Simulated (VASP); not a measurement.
Given:

```
CELL_PARAMETERS angstrom
      0.00000     2.12463     2.12463
      2.12463     0.00000     2.12463
      2.12463     2.12463     0.00000
ATOMIC_POSITIONS crystal
  Ti 0.00000 0.00000 0.00000
  N  0.50000 0.50000 0.50000
```

All values below come from PW91 GGA, VASP's PBE PAW potentials (set 64) (plane waves; VASP 6.6.1). Settings: 520 eV cut-off, 17×17×17 Γ-centred mesh, tetrahedra with Blöchl corrections, potentials Ti_sv N.

**Question.** Predict the energy per atom (σ→0), band gap (on the k-mesh) with the smallest direct gap where there is one.

**Answer.** 
band gap (on the k-mesh): none (metal, semimetal or under 0.01 eV)
energy per atom (σ→0): -950.1 kJ/mol-atom

The absolute energy has meaning only against runs of the same code, potentials and settings.

The compound is TiN in the rock salt structure. It was relaxed first. The electron count is odd and the run is not spin-polarised, which forces a metal.
